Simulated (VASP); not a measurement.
Given:

```yaml
crystal:
  lattice:
    - [4.18013, 0.00000, 0.00000]
    - [0.00000, 5.91160, 0.00000]
    - [0.00000, 0.00000, 27.12492]
  atoms:
    - { symbol: Sr, position: [0.00000, 0.00000, 0.30723] }
    - { symbol: Sr, position: [0.50000, 0.50000, 0.38470] }
    - { symbol: Sr, position: [0.00000, 0.00000, 0.45994] }
    - { symbol: Sr, position: [0.50000, 0.50000, 0.54006] }
    - { symbol: Sr, position: [0.00000, 0.00000, 0.61530] }
    - { symbol: Sr, position: [0.50000, 0.50000, 0.69277] }
```

The numbers are results of PBEsol GGA, VASP's PBE PAW potentials (set 64) (plane waves; VASP 6.6.1), not measurements. Run with PREC = Normal, 400 eV cut-off, 7×5×1 Γ-centred mesh, first-order Methfessel-Paxton smearing of 0.10 eV, potentials Sr_sv.

Q: What does the run give for the energy per atom (σ→0), band gap (on the k-mesh) with the smallest direct gap where there is one?

A: 
The band gap (on the k-mesh) comes out as none (metal, semimetal or under 0.01 eV) and the energy per atom (σ→0) is -1.605 eV/atom.

Total energies compare only between runs with the same potentials, cut-off and functional.

The cell is a thin slab with vacuum, built from Sr (fcc): (110) face.
